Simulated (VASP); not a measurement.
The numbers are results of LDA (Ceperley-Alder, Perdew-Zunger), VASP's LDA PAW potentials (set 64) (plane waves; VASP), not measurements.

VASP input:

**POSCAR**
```
BAs
1.0
  0.0000000000   2.2162837343   2.2162837343
  2.2162837343   0.0000000000   2.2162837343
  2.2162837343   2.2162837343   0.0000000000
B As
1 1
Cart
  2.2162837343   2.2162837343   0.0000000000
  1.1081418672   1.1081418672   1.1081418672
```

**KPOINTS**
```
Regular mesh
0
Gamma
 10 10 10
```

INCAR:
```
! general
SYSTEM  = BAs
PREC    = Accurate
ENCUT   = 620
LREAL   = .FALSE.
LASPH   = .TRUE.

! electronic loop
EDIFF   = 1E-6
NELM    = 100
ALGO    = Normal
LMAXMIX = 4

! smearing
ISMEAR  = 0
SIGMA   = 0.05

! ions
IBRION  = 2
NSW     = 40
ISIF    = 3
EDIFFG  = -0.02
PSTRESS = 450

! output
LWAVE   = .FALSE.
LCHARG  = .FALSE.
```

POTCAR, in this order: B As (LDA.64 set). Program: vasp_std.

The resulting files:

**OSZICAR**
```
       N       E                     dE             d eps       ncg     rms          rms(c)
DAV:   1     0.188034946534E+02    0.18803E+02   -0.45823E+03   752   0.104E+03
DAV:   2    -0.132300274330E+02   -0.32034E+02   -0.30819E+02  1104   0.131E+02
DAV:   3    -0.136561492686E+02   -0.42612E+00   -0.42612E+00   824   0.197E+01
DAV:   4    -0.136567589748E+02   -0.60971E-03   -0.60971E-03  1168   0.777E-01
DAV:   5    -0.136567591797E+02   -0.20488E-06   -0.20488E-06   832   0.897E-03    0.694E+00
DAV:   6    -0.125264013497E+02    0.11304E+01   -0.29530E+00   792   0.990E+00    0.331E+00
DAV:   7    -0.123637264328E+02    0.16267E+00   -0.48650E-01  1048   0.425E+00    0.998E-01
DAV:   8    -0.123473069374E+02    0.16419E-01   -0.29310E-02   832   0.119E+00    0.166E-01
DAV:   9    -0.123472777896E+02    0.29148E-04   -0.64449E-04  1088   0.224E-01    0.926E-02
DAV:  10    -0.123472741062E+02    0.36834E-05   -0.12510E-04   768   0.717E-02    0.256E-02
DAV:  11    -0.123472734821E+02    0.62403E-06   -0.40666E-06   960   0.166E-02
   1 F= -.62321110E+01 E0= -.62321110E+01  d E =-.623211E+01
```

File OUTCAR:
```
------------------------ aborting loop because EDIFF is reached ----------------------------------------
  FORCE on cell =-STRESS in cart. coord.  units (eV):
  Direction    XX          YY          ZZ          XY          YZ          ZX
  --------------------------------------------------------------------------------------
  Total        6.1100265      6.1100265      6.1100265      0.0000000      0.0000000      0.0000000
  in kB      449.6220516    449.6220516    449.6220516      0.0000000      0.0000000      0.0000000
  external PRESSURE =      -0.3779484 kB  Pullay stress =     450.0000000 kB
  volume of cell :       21.77
      direct lattice vectors                 reciprocal lattice vectors
     0.000000000  2.216283734  2.216283734    -0.225602883  0.225602883  0.225602883
     2.216283734  0.000000000  2.216283734     0.225602883 -0.225602883  0.225602883
     2.216283734  2.216283734  0.000000000     0.225602883  0.225602883 -0.225602883
  FREE ENERGIE OF THE ION-ELECTRON SYSTEM (eV)
  ---------------------------------------------------
  free  energy   TOTEN  =       -12.3472734821 eV

  energy  without entropy=      -12.3472734821  energy(sigma->0) =      -12.34727348
  enthalpy is  TOTEN    =        -6.2321109512 eV   P V=        6.1151625309

 reached required accuracy - stopping structural energy minimisation
```
(Selected blocks of OUTCAR.)

The compound is BAs in the zinc blende structure. It was relaxed first under an external pressure of 45 GPa.
